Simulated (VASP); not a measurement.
Calculation: rev-vdW-DF2, VASP's PBE PAW potentials (set 64) (plane waves; VASP 6.6.1).

VASP input:

**INCAR**
```
# general
SYSTEM    =  Lu
PREC      =  Accurate
ENCUT     =  520   # plane-wave cut-off (eV)
LREAL     =  .FALSE.
LASPH     =  .TRUE.   # aspherical one-centre terms

# electronic loop
EDIFF     =  1E-6   # SCF stop (eV)
NELM      =  100   # most electronic steps
ALGO      =  Normal   # blocked Davidson
LMAXMIX   =  6

# smearing
ISMEAR    =  1   # Methfessel-Paxton
SIGMA     =  0.1

# functional
GGA       =  MK
LUSE_VDW  =  .TRUE.
AGGAC     =  0.0
PARAM1    =  0.1234568
PARAM2    =  0.7114
ZAB_VDW   =  -1.8867

# ions
IBRION    =  2
NSW       =  60
ISIF      =  3   # ions, shape and volume
EDIFFG    =  -0.01

# output
LWAVE     =  .FALSE.
LCHARG    =  .FALSE.
```

**POSCAR**
```
Lu
1
    1.7360980974    -3.0070101963    -0.0000000000
    1.7360980974     3.0070101963     0.0000000000
    0.0000000000    -0.0000000000     5.4049687047
Lu
2
Direct
  0.3333330000   0.6666670000   0.2500000000
  0.6666670000   0.3333330000   0.7500000000
```

### KPOINTS
```
Automatic mesh
0
Gamma
11 11 6
0 0 0
```

POTCAR, in this order: Lu_3 (PBE.64 set). Program: vasp_std.

Output

File OSZICAR:
```
       N       E                     dE             d eps       ncg     rms          rms(c)
DAV:   1     0.493340535299E+02    0.49334E+02   -0.88227E+03  2993   0.150E+03
DAV:   2    -0.195565533392E+01   -0.51290E+02   -0.50010E+02  2839   0.723E+02
DAV:   3    -0.429203858938E+01   -0.23364E+01   -0.21782E+01  2970   0.667E+01
DAV:   4    -0.441227107995E+01   -0.12023E+00   -0.11239E+00  3039   0.893E+00
DAV:   5    -0.441719400181E+01   -0.49229E-02   -0.49241E-02  2833   0.179E+00    0.255E+01
DAV:   6    -0.442342104236E+01   -0.62270E-02   -0.27307E-02  2809   0.383E+00    0.152E+01
DAV:   7    -0.443628363185E+01   -0.12863E-01   -0.53152E-02  2705   0.538E+00    0.364E-01
DAV:   8    -0.443634482856E+01   -0.61197E-04   -0.35114E-03  2715   0.870E-01    0.690E-02
DAV:   9    -0.443637210544E+01   -0.27277E-04   -0.17282E-04  2899   0.192E-01    0.281E-02
DAV:  10    -0.443637134515E+01    0.76030E-06   -0.19161E-05  2848   0.682E-02    0.354E-02
DAV:  11    -0.443637175439E+01   -0.40924E-06   -0.10047E-06  1659   0.167E-02
   1 F= -.44363718E+01 E0= -.44371264E+01  d E =-.443637E+01
```

OUTCAR:
```
------------------------ aborting loop because EDIFF is reached ----------------------------------------
  FORCE on cell =-STRESS in cart. coord.  units (eV):
  Direction    XX          YY          ZZ          XY          YZ          ZX
  --------------------------------------------------------------------------------------
  Total        0.0060622      0.0060622     -0.0003094      0.0000000      0.0000000     -0.0000000
  in kB        0.1721116      0.1721116     -0.0087846      0.0000000      0.0000000     -0.0000000
  external PRESSURE =       0.1118129 kB  Pullay stress =       0.0000000 kB
  volume of cell :       56.43
      direct lattice vectors                 reciprocal lattice vectors
     1.736098097 -3.007010196  0.000000000     0.288002159 -0.166278119  0.000000000
     1.736098097  3.007010196  0.000000000     0.288002159  0.166278119  0.000000000
     0.000000000  0.000000000  5.404968705     0.000000000  0.000000000  0.185014947
 POSITION                                       TOTAL-FORCE (eV/Angst)
 -----------------------------------------------------------------------------------
      1.73610      1.00234      1.35124        -0.000000      0.000000      0.000000
      1.73610     -1.00234      4.05373         0.000000     -0.000000      0.000000
 -----------------------------------------------------------------------------------
    total drift:                                0.000000      0.000068     -0.000012
  FREE ENERGIE OF THE ION-ELECTRON SYSTEM (eV)
  ---------------------------------------------------
  free  energy   TOTEN  =        -4.4363717544 eV

  energy  without entropy=       -4.4386357625  energy(sigma->0) =       -4.43712642

 reached required accuracy - stopping structural energy minimisation
```
(Selected blocks of OUTCAR.)

OUTCAR:
```
 val. band max:        2.8640224201   @ k =   0.3636   0.0000   0.0000

 cond. band min:       2.8891279113   @ k =   0.4545   0.0000   0.3333


 Fermi energy:         2.8847258451

 k-point     1 :       0.0000    0.0000    0.0000
  band No.  band energies     occupation
      1     -24.1168      2.00000
      2     -23.6388      2.00000
      3     -23.6388      2.00000
      4     -23.5424      2.00000
      5     -23.5424      2.00000
      6     -23.4977      2.00000
      7      -3.2550      2.00000
      8       0.4110      2.00000
      9       3.7530     -0.00000
     10       5.0666      0.00000
     11       5.0667      0.00000
     12       5.5517      0.00000
     13       5.8444      0.00000

 k-point     2 :       0.0909    0.0000    0.0000
  band No.  band energies     occupation
      1     -24.1019      2.00000
      2     -23.6679      2.00000
      3     -23.6490      2.00000
      4     -23.5734      2.00000
      5     -23.5461      2.00000
      6     -23.5052      2.00000
      7      -3.0505      2.00000
      8       0.6162      2.00000
      9       3.5809     -0.00000
     10       4.5758     -0.00000
     11       5.2637      0.00000
     12       5.6035      0.00000
     13       5.9812      0.00000

 k-point     3 :       0.1818    0.0000    0.0000
  band No.  band energies     occupation
      1     -24.0595      2.00000
      2     -23.7461      2.00000
      3     -23.6752      2.00000
      4     -23.6542      2.00000
      5     -23.5570      2.00000
      6     -23.5274      2.00000
      7      -2.4648      2.00000
      8       1.1653      2.00000
      9       3.1550     -0.00089
     10       3.8331     -0.00000
     11       4.9963      0.00000
     12       5.5785      0.00000
     13       5.7914      0.00000

 k-point     4 :       0.2727    0.0000    0.0000
  band No.  band energies     occupation
      1     -23.9967      2.00000
      2     -23.8493      2.00000
      3     -23.7554      2.00000
...
```

The compound is Lu in the hcp structure. It was relaxed first. The start is the result of an earlier pass.
